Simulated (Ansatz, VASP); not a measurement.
# MgO: VASP beside Ansatz, part 2 of 2

Wanted: the spread between two codes on one cell, functional and k mesh. The cell is taken from a series of VASP runs on this material, whose earlier steps may have relaxed, scaled or displaced it; both programs get it as it stands. Valence electrons are named where the data sets of a main pair hold unlike numbers.

VASP 6.6.1 and Ansatz 0.2.0.

So far. Step 4 (Comparison): The walks stopped with 0.01 GPa left in Ansatz and 0.04 GPa in VASP; each walk ends within a tolerance, so the volume difference is uncertain by about these residues over the bulk modulus, most in soft cells.

### 5. Ansatz: elastic constants, r2SCAN

Level of this step: Ansatz beside VASP: Kohn-Sham DFT, plane waves, r2SCAN (Ansatz).

Elastic constants are differences of stresses under small strains, so they test the stress and the mesh.

The cell is taken from a series of VASP runs on this material, whose earlier steps may have relaxed, scaled or displaced it; both programs get it as it stands.

input.yaml reads:

```yaml
crystal:
  lattice:
    - [0.0, 2.1077374197, 2.1077374197]
    - [2.1077374197, 0.0, 2.1077374197]
    - [2.1077374197, 2.1077374197, 0.0]
  atoms:
    - { symbol: Mg, position: [0.0, 0.0, 0.0] }
    - { symbol: O, position: [0.5, 0.5, 0.5] }
hamiltonian:
  xc: r2scan
  pseudopotentials: { kind: paw }
kpoints:
  mp_grid: { grid: [8, 8, 8] }
scf:
  occupations: { method: gaussian, width: 0.03 }
elastic:
  mode: relaxed_ion
  stencil: two_point
output:
  forces: true
  stress: true
```

Launch:

```console
$ ansatz run input.yaml --threads 4 --pin off --max-ram 9216MiB --backend cpu --events-out ev --progress --plain --runs-dir out
```

Numbers of over 12 decimals in the logs are rounded to 6 here.

What it wrote:

```text
[...]
Crystal: 2 atoms, lattice volume = 18.727 Å³
Basis set: ecut = 500 eV, 531 PW (Γ), exchange–correlation on 96×96×96 points (64 copies of the dense FFT grid, shifted against one another)
Bands: 12, of which v1, the nominal top of the filled ones, is band 8 counted from 1 (7 counted from 0)
Symmetry: 48 space group operations
[...]
k-points: 29 of 512
[...]
2.000e-3       1.8804       -2498.3340385       7   12919    531   relax 0 steps, max|allowed force component| 6.51e-30 eV/Å
[...]
δ    σ_23 (GPa)             F (eV)   n_scf  n_hpsi   n_pw
    -2.000e-3      -0.3110       -2498.3343695       8   22618    519   relax 0 steps, max|allowed force component| 2.11e-29 eV/Å
     2.000e-3       0.3110       -2498.3343695       6   19466    519   relax 0 steps, max|allowed force component| 4.02e-29 eV/Å
[key lines of the parts left out:]
SCF converged after 2 iterations
Free energy (F): -2498.334419 eV
Fermi energy:    10.490639 eV
P = ⅓ Tr σ = -1.2908 GPa (-12.908 kbar)
```

It took 4.2 s on 4 threads of Arm Neoverse V2, shared host; peak memory 0.34 GiB; 13 s of CPU time.

The run ends at a pressure of -1.29 GPa.

### 6. VASP: elastic constants, r2SCAN

The same cell, functional, mesh and smearing now go to VASP, with its own data sets.

INCAR reads:

```
SYSTEM = MgO
PREC = Accurate
ENCUT = 800
EDIFF = 1E-07
NELM = 100
ISMEAR = 0
SIGMA = 0.03
LREAL = .FALSE.
ALGO = Normal
METAGGA = R2SCAN
LASPH = .TRUE.
NBANDS = 10
LORBIT = 11
LWAVE = .FALSE.
LCHARG = .FALSE.
KPAR = 4
IBRION = 6
NFREE = 2
POTIM = 0.015
ISIF = 3
NSW = 1
```

POSCAR reads:

```
MgO
1.0
    0.0000000000      2.1077374197      2.1077374197
    2.1077374197      0.0000000000      2.1077374197
    2.1077374197      2.1077374197      0.0000000000
Mg O
1 1
Direct
    0.0000000000      0.0000000000      0.0000000000
    0.5000000000      0.5000000000      0.5000000000
```

KPOINTS reads:

```
Automatic mesh
0
Gamma
8 8 8
0 0 0
```

PAW data sets: Mg and O (PBE family, release 64).

Launch:

```console
$ mpirun -np 4 vasp_std
```

What it wrote:

```text
[banner, memory and clock lines left out]
running    4 mpi-ranks, on    1 nodes
[...]
[... a notice as in an earlier step ...]

 LDA part: xc-table for (None), standard interpolation
 POSCAR, INCAR and KPOINTS ok, starting setup
[...]
entering main loop
       N       E                     dE             d eps       ncg     rms          rms(c)
DAV:   1     0.294387256392E+02    0.29439E+02   -0.60583E+03   596   0.105E+03
DAV:   2    -0.183060932792E+02   -0.47745E+02   -0.43678E+02   668   0.188E+02
DAV:   3    -0.198522623712E+02   -0.15462E+01   -0.15443E+01   680   0.331E+01
DAV:   4    -0.198569860635E+02   -0.47237E-02   -0.47236E-02   660   0.206E+00
[...]
DAV:  12    -0.161679512067E+02    0.79448E-06   -0.37565E-07   628   0.466E-03    0.290E-03
DAV:  13    -0.161679510217E+02    0.18500E-06   -0.58961E-07   608   0.582E-03    0.905E-05
DAV:  14    -0.161679510739E+02   -0.52190E-07   -0.26549E-09   318   0.563E-04
   1 F= -.16167951E+02 E0= -.16167951E+02  d E =-.342557E-18
[... from here on, the cycles between the ionic steps are left out ...]
   2 F= -.16159920E+02 E0= -.16159920E+02  d E =-.257334E-34
   3 F= -.16168090E+02 E0= -.16168090E+02  d E =-.600563E-13
   8 F= -.16165885E+02 E0= -.16165885E+02  d E =-.991785E-12
   9 F= -.16165885E+02 E0= -.16165885E+02  d E =-.989318E-12
  10 F= -.16165886E+02 E0= -.16165886E+02  d E =-.993900E-12
  11 F= -.16165886E+02 E0= -.16165886E+02  d E =-.998011E-12
  12 F= -.16165885E+02 E0= -.16165885E+02  d E =-.990837E-12
  13 F= -.16165886E+02 E0= -.16165886E+02  d E =-.991495E-12
  14 F= -.16167354E+02 E0= -.16167354E+02  d E =-.193933E-18
  15 F= -.16167354E+02 E0= -.16167354E+02  d E =-.194065E-18
  16 F= -.16167342E+02 E0= -.16167342E+02  d E =-.188153E-18
  17 F= -.16167342E+02 E0= -.16167342E+02  d E =-.188607E-18
 Finite differences progress:
  Degree of freedom:   8/  8
  Displacement:        2/  2
  Total:              16/ 16
```

From OUTCAR (step 6):

```text
  Total       -0.2787899     -0.2887546     -0.2887546      0.0000000      0.0000000      0.0000000
  in kB      -23.8510835    -24.7035871    -24.7035871      0.0000000      0.0000000      0.0000000
  external PRESSURE =     -24.4194192 kB  Pullay stress =       0.0000000 kB

 POSITION                                       TOTAL-FORCE (eV/Angst)
 -----------------------------------------------------------------------------------
      0.00000      0.00000      0.00000        -0.081589      0.000000      0.000000
      2.09274      2.10774      2.10774         0.081589      0.000000      0.000000
 -----------------------------------------------------------------------------------
    total drift:                               -0.002288     -0.000000     -0.000000

  FREE ENERGIE OF THE ION-ELECTRON SYSTEM (eV)
  ---------------------------------------------------
  free  energy   TOTEN  =       -16.1673418962 eV

  energy  without entropy=      -16.1673418962  energy(sigma->0) =      -16.16734190

[... 1 part as in an earlier step ...]

[... 2 further parts left out ...]
[key lines of the parts left out:]
E-fermi :   2.9275
```

The last energy, forces, stress and levels in OUTCAR belong to the last displaced cell, not to the cell of POSCAR.

Levels, forces or a CONTCAR printed for this step are those of its last displaced cell, not of the structure at rest.

### 7. Differences

What differs besides the data sets and the points named for the pairs above, as far as they apply: the data sets hold 16 valence electrons in Ansatz (on its default PAW (the set named soft_2) files) and 8 in VASP; the cutoff is 500 eV in Ansatz and 800 eV in VASP; VASP takes each elastic constant from one size of strain, Ansatz from those that its log lists. Total energies have different zeros and are not compared.

Both answers:

| quantity | Ansatz | VASP | difference |
| --- | --- | --- | --- |
| C11 (GPa) | 299.4 | 302.6 | -1.03 % |
| C22 (GPa) | 299.4 | 302.6 | -1.03 % |
| C33 (GPa) | 299.4 | 302.6 | -1.03 % |
| C12 (GPa) | 92.9 | 95.3 | -2.58 % |
| C13 (GPa) | 92.9 | 95.3 | -2.58 % |
| C23 (GPa) | 92.9 | 95.3 | -2.58 % |
| C44 (GPa) | 155.5 | 157.2 | -1.08 % |
| C55 (GPa) | 155.5 | 157.2 | -1.08 % |
| C66 (GPa) | 155.5 | 157.2 | -1.08 % |

### 8. Summary of results

| Property | Result |
| --- | --- |
| difference in volume (relaxation of cell and atoms, r2SCAN) | 0.70 % |
| difference in C12 (elastic constants, r2SCAN) | -2.6 % |

The difference in volume is 0.70 % (relaxation of cell and atoms, r2SCAN), within the 1.2 % picked in this series as the mark of a large difference, as far as the stopping tolerances let one tell. The data sets hold unlike numbers of valence electrons (16 in Ansatz and 8 in VASP), so part of the differences comes from the potentials. Such differences can come from data sets, numerical settings and the points named under the comparisons, not from the functional's error against experiment.

[Lines on the potential files, build, host, timing and source positions are cut from VASP's logs without a mark.]

[Logs are printed without paths, hosts, clocks, repeated set-up lines and the standing remarks that a program may print on its own settings, such as how far it seeks lower states.]

[Hosts, paths, dates, database ids (printed as entryN), source tags and the programs' standing remarks are cut or masked in the printed files.]
